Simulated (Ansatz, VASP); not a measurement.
**SrTl in VASP and in Ansatz**

INCAR

```
SYSTEM = SrTl
PREC = Accurate
ENCUT = 520
EDIFF = 1E-6
ISMEAR = -1
SIGMA = 0.05
LREAL = .FALSE.
LASPH = .TRUE.
NELM = 100
ALGO = Normal
ISIF = 2
LWAVE = .FALSE.
LCHARG = .FALSE.
GGA = CA
NBANDS = 18
```

Contents of KPOINTS:

```
Automatic mesh
0
G
  9 9 9
  0 0 0
```

The input POSCAR:

```
SrTl
1.0
    3.5194021392      0.0000000000      0.0000000000
    0.0000000000      3.5194021392      0.0000000000
    0.0000000000      0.0000000000      3.5194021392
Sr Tl
1 1
Direct
    0.0000000000      0.0000000000      0.0000000000
    0.5000000000      0.5000000000      0.5000000000
```

Input for Ansatz:

```yaml
crystal:
  lattice:
    - [3.5194021392, 0.0, 0.0]
    - [0.0, 3.5194021392, 0.0]
    - [0.0, 0.0, 3.5194021392]
  atoms:
    - { symbol: Sr, position: [0.0, 0.0, 0.0] }
    - { symbol: Tl, position: [0.5, 0.5, 0.5] }
kpoints:
  mp_grid: { grid: [9, 9, 9] }
  band_path:
    path:
      - [0.0, 0.0, 0.0]
      - [0.0, 0.5, 0.0]
      - [0.5, 0.5, 0.0]
      - [0.0, 0.0, 0.0]
      - [0.5, 0.5, 0.5]
      - [0.0, 0.5, 0.0]
      - [0.5, 0.5, 0.5]
      - [0.5, 0.5, 0.0]
    npoints: 6
scf:
  occupations: { method: fermi_dirac, width: 0.05 }
hamiltonian:
  xc: lda
  pseudopotentials: { kind: all_electron, lapw: { basis_error: 0.001 } }
output:
  forces: true
  stress: true
  eigenvalues: true
  populations: true
```

Change from the starting cell: volume scaled by 0.65, LAPW.

Alike in both runs: task single point; functional LDA; k mesh 9 × 9 × 9; occupations fermi-dirac, width 0.05 eV; no spin polarisation.

|  | VASP | Ansatz |
| --- | --- | --- |
| version | VASP 6.6.1 | Ansatz 0.2.0 |
| potentials or method | VASP PAW LDA potentials, release 64 (Sr_sv, Tl_d) | all-electron LAPW, scalar-relativistic |
| plane-wave cutoff (eV) | 520 | see its input |

VASP gave:

* pressure (GPa): 28.5

**Question.** Which values does Ansatz return?

**Answer.** Pressure (GPa): 27.9.

Ansatz ran all-electron here, so the differences hold the error of VASP's frozen core and of both bases.

Caveats: so large a pressure means that the cell lies far from this level's equilibrium, or that cutoff or potentials fall short (VASP). Spin-orbit coupling is left out, which matters for the levels of Tl.
